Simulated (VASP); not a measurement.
GeBr:

```
Ge Br
1.0
     4.82680    0.00000    0.00000
    -2.41340    4.18013    0.00000
     0.00000    0.00000    5.56466
Ge Br
2 2
Direct
  0.00000 0.00000 0.00000
  0.00000 0.00000 0.50000
  0.33333 0.66667 0.75000
  0.66667 0.33333 0.25000
```

The cell was built by a generator and needn't be a form met in nature.

* Program: VASP 6.6.1
* Task: relaxation of cell and atoms
* Functional: BLYP
* Dispersion: D3
* Potentials or basis: VASP PAW PBE potentials, release 64 (Ge_d, Br)
* Cutoff: 600 eV
* k mesh: 5 × 5 × 4
* Occupations: fermi-dirac, width 0.05 eV
* Spin: no spin polarisation

At the start: pressure 4.5 GPa; volume 28.07 Å³/atom.

**Question.** How do energy, volume and symmetry change on relaxing?

**Answer.** Over 10 steps the energy falls by 25.3 meV/atom and the volume is 32.01 Å³/atom (+14.0 %); space group P6_3/mmc (No. 194, to 0.05 Å).

Step by step:
```
step  energy change (eV)  largest force (eV/Å)  pressure (GPa)  volume (Å³)
   1              0.0000                0.0000            4.50       112.28
   2             -0.0890                0.0000            0.55       125.58
   3             -0.0908                0.0000           -0.63       128.06
   4             -0.0923                0.0000            0.00       126.92
   5             -0.0923                0.0000           -0.15       127.22
   6             -0.0980                0.0001            0.10       127.17
   7             -0.1002                0.0001            0.26       127.10
   8             -0.1003                0.0001            0.28       127.09
   9             -0.1011                0.0001           -0.10       128.36
  10             -0.1012                0.0001            0.00       128.05
```

Final structure:
```
Ge Br
1.0
     5.11889    0.00004    0.00000
    -2.55941    4.43311    0.00000
     0.00000    0.00000    5.64258
Ge Br
2 2
Direct
  0.00000 0.00000 0.00000
  0.00000 0.00000 0.50000
  0.33333 0.66667 0.75000
  0.66667 0.33333 0.25000
```

Caveat: the PAW data sets were made with another functional, which shifts forces and pressure a little; pairwise dispersion overbinds metals, which lowers pressure and volume.
